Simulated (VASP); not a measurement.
These are r2SCAN meta-GGA, VASP's PBE PAW potentials (set 64) (plane waves; VASP) values and carry that method's errors.

VASP ran on this input.

### KPOINTS
```
Automatic mesh
0
Gamma
11 11 11
0 0 0
```

### KPOINTS_OPT
```
k-points along high-symmetry lines
8
Line-mode
Reciprocal
  0.000000   0.000000   0.000000 ! GAMMA
  0.500000   0.500000   0.500000 ! T

  0.500000   0.500000   0.500000 ! T
  0.809156   0.190844   0.500000 ! H_2

  0.500000  -0.190844   0.190844 ! H_0
  0.500000   0.000000   0.000000 ! L

  0.500000   0.000000   0.000000 ! L
  0.000000   0.000000   0.000000 ! GAMMA

  0.000000   0.000000   0.000000 ! GAMMA
  0.345422  -0.345422   0.000000 ! S_0

  0.654578   0.000000   0.345422 ! S_2
  0.500000   0.000000   0.500000 ! F

  0.500000   0.000000   0.500000 ! F
  0.000000   0.000000   0.000000 ! GAMMA
```

**INCAR**
```
ALGO = Normal
EDIFF = 1E-7
ENCUT = 520
ISIF = 2
ISMEAR = -5
LASPH = .True.
LCHARG = .False.
LEFG = .True.
LMIXTAU = .True.
LORBIT = 11
LREAL = .False.
LWAVE = .False.
METAGGA = R2SCAN
NEDOS = 601
NELM = 100
PREC = Accurate
SYSTEM = SiO2
```

File POSCAR:
```
SiO2
4.6824870
  0.2861053487   0.1651830146   0.9999998992
 -0.2861053487   0.1651830146   0.9999998992
  0.0000000000  -0.3303660292   0.9999998992
Si O
1 2
Direct
  0.0000000000   0.0000000000   0.0000000000
  0.2692747224   0.2692747224   0.2692747224
  0.7307252776   0.7307252776   0.7307252776
```

POTCAR, in this order: Si O (PBE.64 set). Program: vasp_std.

Output of the run:

File OSZICAR:
```
       N       E                     dE             d eps       ncg     rms          rms(c)
DAV:   1     0.581433034289E+02    0.58143E+02   -0.90963E+03  3584   0.125E+03
DAV:   2    -0.324283256498E+02   -0.90572E+02   -0.84819E+02  4492   0.268E+02
DAV:   3    -0.357469728338E+02   -0.33186E+01   -0.33033E+01  4572   0.533E+01
DAV:   4    -0.357708125391E+02   -0.23840E-01   -0.23830E-01  4144   0.513E+00
DAV:   5    -0.357710878287E+02   -0.27529E-03   -0.27526E-03  4532   0.522E-01    0.123E+01
DAV:   6    -0.299225903599E+02    0.58485E+01   -0.42517E+00  4344   0.178E+01    0.655E+00
DAV:   7    -0.283256852633E+02    0.15969E+01   -0.83042E-01  4208   0.108E+01    0.239E+00
DAV:   8    -0.303462784008E+02   -0.20206E+01   -0.60698E-01  3784   0.806E+00    0.145E+00
DAV:   9    -0.286705262463E+02    0.16758E+01   -0.25774E-01  3604   0.536E+00    0.297E-01
DAV:  10    -0.287802296041E+02   -0.10970E+00   -0.60233E-02  3544   0.323E+00    0.256E-01
DAV:  11    -0.287652114074E+02    0.15018E-01   -0.20773E-03  4260   0.594E-01    0.205E-01
DAV:  12    -0.287869133936E+02   -0.21702E-01   -0.84277E-03  4004   0.102E+00    0.584E-02
DAV:  13    -0.287870395214E+02   -0.12613E-03   -0.14136E-03  4360   0.513E-01    0.311E-02
DAV:  14    -0.287878157174E+02   -0.77620E-03   -0.67913E-04  3952   0.367E-01    0.328E-02
DAV:  15    -0.287880461012E+02   -0.23038E-03   -0.17695E-04  3592   0.207E-01    0.172E-02
DAV:  16    -0.287881568770E+02   -0.11078E-03   -0.30966E-05  3892   0.780E-02    0.729E-03
DAV:  17    -0.287881583035E+02   -0.14265E-05   -0.87464E-06  4312   0.296E-02    0.414E-03
DAV:  18    -0.287881574443E+02    0.85921E-06   -0.14263E-06  3952   0.159E-02    0.260E-03
DAV:  19    -0.287881591718E+02   -0.17275E-05   -0.34645E-07  3736   0.829E-03    0.632E-04
DAV:  20    -0.287881592901E+02   -0.11829E-06   -0.85517E-08  3020   0.412E-03    0.304E-04
DAV:  21    -0.287881593697E+02   -0.79555E-07   -0.25829E-08  2724   0.205E-03
   1 F= -.28788159E+02 E0= -.28788159E+02  d E =0.000000E+00
       N       E                     dE             ncg
```

OUTCAR:
```
------------------------ aborting loop because EDIFF is reached ----------------------------------------
  FORCE on cell =-STRESS in cart. coord.  units (eV):
  Direction    XX          YY          ZZ          XY          YZ          ZX
  --------------------------------------------------------------------------------------
  Total       -0.0084037     -0.0084037      0.0299005     -0.0000000     -0.0000000      0.0000000
  in kB       -0.4624943     -0.4624944      1.6455735     -0.0000000     -0.0000000      0.0000000
  external PRESSURE =       0.2401949 kB  Pullay stress =       0.0000000 kB
  volume of cell :       29.11
      direct lattice vectors                 reciprocal lattice vectors
     1.339684576  0.773467318  4.682486528     0.373222182  0.215479908  0.071187249
    -1.339684576  0.773467318  4.682486528    -0.373222182  0.215479908  0.071187249
     0.000000000 -1.546934637  4.682486528     0.000000000 -0.430959816  0.071187249
 POSITION                                       TOTAL-FORCE (eV/Angst)
 -----------------------------------------------------------------------------------
      0.00000      0.00000      0.00000        -0.000000      0.000000     -0.000000
      0.00000      0.00000      3.78263         0.000000     -0.000000     -0.014439
      0.00000      0.00000     10.26483         0.000000      0.000000      0.014439
 -----------------------------------------------------------------------------------
    total drift:                                0.000000     -0.000000     -0.000000
  FREE ENERGIE OF THE ION-ELECTRON SYSTEM (eV)
  ---------------------------------------------------
  free  energy   TOTEN  =       -28.7881593697 eV

  energy  without entropy=      -28.7881593697  energy(sigma->0) =      -28.78815937

 total charge

# of ion       s       p       d       tot
------------------------------------------
    1        0.587   0.879   0.000   1.467
    2        1.570   3.655   0.000   5.224
    3        1.570   3.655   0.000   5.224
--------------------------------------------------
tot          3.726   8.189   0.000  11.915

 Electric field gradients after diagonalization (V/A^2)
 (convention: |V_zz| > |V_xx| > |V_yy|)
----------------------------------------------------------------------
 ion       V_xx      V_yy      V_zz     asymmetry (V_yy - V_xx)/ V_zz
----------------------------------------------------------------------
   1      -9.760    -9.759    19.519       0.000
   2      33.351    33.351   -66.701       0.000
   3      33.351    33.351   -66.701       0.000
```
(Selected blocks of OUTCAR.)

OUTCAR:
```
 val. band max:        3.4887696662   @ k =  -0.0909   0.0909   0.0000

 cond. band min:      10.7220416786   @ k =   0.0000   0.0000   0.0000


 Fermi energy:         3.5393725654

 k-point     1 :       0.0000    0.0000    0.0000
  band No.  band energies     occupation
      1     -19.1394      2.00000
      2     -15.1225      2.00000
      3      -1.8811      2.00000
      4       1.0283      2.00000
      5       1.0283      2.00000
      6       2.2545      2.00000
      7       2.2545      2.00000
      8       3.1694      2.00000
      9      10.7220      0.00000
     10      12.7856      0.00000
     11      17.6977      0.00000
     12      17.9553      0.00000

 k-point     2 :       0.0909    0.0000    0.0000
  band No.  band energies     occupation
      1     -18.9911      2.00000
      2     -15.0708      2.00000
      3      -1.7830      2.00000
      4       0.2792      2.00000
      5       0.8236      2.00000
      6       1.7694      2.00000
      7       2.2610      2.00000
      8       3.3557      2.00000
      9      11.2845      0.00000
     10      13.2521      0.00000
     11      16.7194      0.00000
     12      18.2620      0.00000

 k-point     3 :       0.1818    0.0000   -0.0000
  band No.  band energies     occupation
      1     -18.5603      2.00000
      2     -14.9431      2.00000
      3      -1.6478      2.00000
      4      -1.1669      2.00000
      5       0.3664      2.00000
      6       0.7386      2.00000
      7       2.2040      2.00000
      8       3.4639      2.00000
      9      12.4951      0.00000
     10      14.1743      0.00000
     11      15.9561      0.00000
     12      18.9418      0.00000

 k-point     4 :       0.2727    0.0000   -0.0000
  band No.  band energies     occupation
      1     -17.8940      2.00000
      2     -14.8253      2.00000
      3      -2.9231      2.00000
      4      -1.6476      2.00000
      5      -0.1236      2.00000
      6       0.1650      2.00000
...
```

The structure was generated: SiO2 was put into the CdCl2 type (R-3m), which need not be its known phase. It was relaxed first, which changed the volume by +9 %.
